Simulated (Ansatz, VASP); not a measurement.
## Two plane-wave programs on Si4BN3

Contents of INCAR:

```
PREC     = Accurate       # precision mode
ENCUT    = 520            # plane-wave cutoff, eV
EDIFF    = 1E-7           # SCF threshold, eV
ISMEAR   = 0              # smearing method
SIGMA    = 0.2            # smearing width, eV
LREAL    = False          # projectors in reciprocal space
LASPH    = True           # aspherical terms in the spheres
NELM     = 100            # most SCF steps
ALGO     = Normal         # electronic algorithm
ISIF     = 2              # what is computed and relaxed
LWAVE    = False          # write WAVECAR
LCHARG   = False          # write CHGCAR
GGA      = PE             # functional
NBANDS   = 27             # bands
```

File KPOINTS:

```
regular mesh
0
Gamma
  12 12 2
```

The input POSCAR:

```
Si4BN3
1.0
    2.9384329991      0.0000000000      0.0000000000
   -1.4692164996      2.5447576245      0.0000000000
    0.0000000000      0.0000000000     12.9751328672
Si B N
4 1 3
Direct
    0.3333333333      0.6666666667      0.6758856965
    0.6666666667      0.3333333333      0.0482701696
    0.3333333333      0.6666666667      0.4925242093
    0.6666666667      0.3333333333      0.2312334929
    1.0000000000      0.0000000000      0.3084448178
    0.6666666667      0.3333333333      0.7180444547
    0.3333333333      0.6666666667      0.0068824256
    0.0000000000      0.0000000000      0.4277147337
```

Input for Ansatz:

```yaml
crystal:
  lattice:
    - [2.9384329991, 0.0, 0.0]
    - [-1.4692164996, 2.5447576245, 0.0]
    - [0.0, 0.0, 12.9751328672]
  atoms:
    - { symbol: Si, position: [0.3333333333, 0.6666666667, 0.6758856965] }
    - { symbol: Si, position: [0.6666666667, 0.3333333333, 0.0482701696] }
    - { symbol: Si, position: [0.3333333333, 0.6666666667, 0.4925242093] }
    - { symbol: Si, position: [0.6666666667, 0.3333333333, 0.2312334929] }
    - { symbol: B, position: [1.0, 0.0, 0.3084448178] }
    - { symbol: "N", position: [0.6666666667, 0.3333333333, 0.7180444547] }
    - { symbol: "N", position: [0.3333333333, 0.6666666667, 0.0068824256] }
    - { symbol: "N", position: [0.0, 0.0, 0.4277147337] }
basis:
  ecutwfc: 420
kpoints:
  mp_grid: { grid: [12, 12, 2] }
hamiltonian:
  xc: pbe
scf:
  occupations: { method: gaussian, width: 0.2 }
  lower_state_search: "off"
output:
  forces: true
  stress: true
  eigenvalues: true
```

Alike in both runs: task single point; functional PBE; k mesh 12 × 12 × 2; occupations gaussian, width 0.2 eV; no spin polarisation.

|  | VASP | Ansatz |
| --- | --- | --- |
| version | VASP 6.6.1 | Ansatz 0.2.0 |
| potentials or method | VASP PAW PBE potentials, release 64 (Si, B, N) | scalar-relativistic, plane waves, PAW |
| plane-wave cutoff (eV) | 520 | 420 |
| valence electrons in the cell | 34 | 34 |

|  | VASP | Ansatz | Ansatz less VASP |
| --- | --- | --- | --- |
| gap on the k mesh at the Fermi level (eV) | none | none | - |
| pressure (GPa) | -0.1 | 0.0 | +0.13 |
| largest component of the traceless stress (GPa) | 0.09 | 0.03 | -0.060 |
| rms of the force components (eV/Å) | 0.016 | 0.011 | -0.0043 |

Atom by atom the forces differ by 0.009 eV/Å (rms over components). A gap of «none» marks a metal or a gap that the smearing closes.

Caveats: this functional lacks dispersion, which binds the layers, so the pressure and a relaxed spacing across them are unreliable.
